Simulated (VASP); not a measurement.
Input for VASP

KPOINTS:
```
Regular mesh
0
G
 9 9 3
0 0 0
```

File POSCAR:
```
C
1
    1.2330805223    -2.1357576173     0.0000000000
    1.2330805223     2.1357576173     0.0000000000
    0.0000000000     0.0000000000     6.7104250184
C
4
Direct
  0.0000000000   0.0000000000   0.2500000000
  0.0000000000   0.0000000000   0.7500000000
  0.3333330000   0.6666670000   0.2500000000
  0.6666670000   0.3333330000   0.7500000000
```

**INCAR**
```
SYSTEM=C
PREC=Accurate; ENCUT=520; LREAL=F
LASPH=T
EDIFF=1E-6; NELM=100; ALGO=Normal
ISMEAR=0; SIGMA=0.05
GGA=PE; IVDW=12
IBRION=2; NSW=60; ISIF=3
EDIFFG=-0.02
LWAVE=F; LCHARG=F
```

POTCAR, in this order: C (PBE.64 set). Program: vasp_std.

**Question.** Write an equivalent input for Ansatz.

**Answer.** One equivalent input (not run):
Ansatz 0.2 input:
```yaml
crystal:
  lattice:
    - [1.2330805, -2.1357576, 0.0000000]
    - [1.2330805, 2.1357576, 0.0000000]
    - [0.0000000, 0.0000000, 6.7104250]
  atoms:
    - { symbol: C, position: [0.0000000, 0.0000000, 0.2500000] }
    - { symbol: C, position: [0.0000000, 0.0000000, 0.7500000] }
    - { symbol: C, position: [0.3333330, 0.6666670, 0.2500000] }
    - { symbol: C, position: [0.6666670, 0.3333330, 0.7500000] }
kpoints:
  mp_grid: { grid: [9, 9, 3] }
hamiltonian:
  xc: pbe
  dispersion: d3bj
  pseudopotentials: { kind: paw }
scf:
  occupations: { method: gaussian, width: 0.05 }
  max_iter: 100
relax:
  max_steps: 60
  f_tol: 0.02
  cell: {}
output: { forces: true, stress: true, eigenvalues: true }
```
Limits of the translation: each code has its own PAW files, so the cut-off isn't converted (ENCUT is set for VASP's; basis.ecutwfc is left out, and Ansatz then takes the one that its files recommend); Ansatz stops its SCF on the density residual and VASP on the energy change (EDIFF).

The compound is C in the graphite structure. It was relaxed first. The k-mesh is coarse (spacing up to 0.33 per Å, 2π included), so the numbers may not be converged in it. The start is the result of an earlier pass.
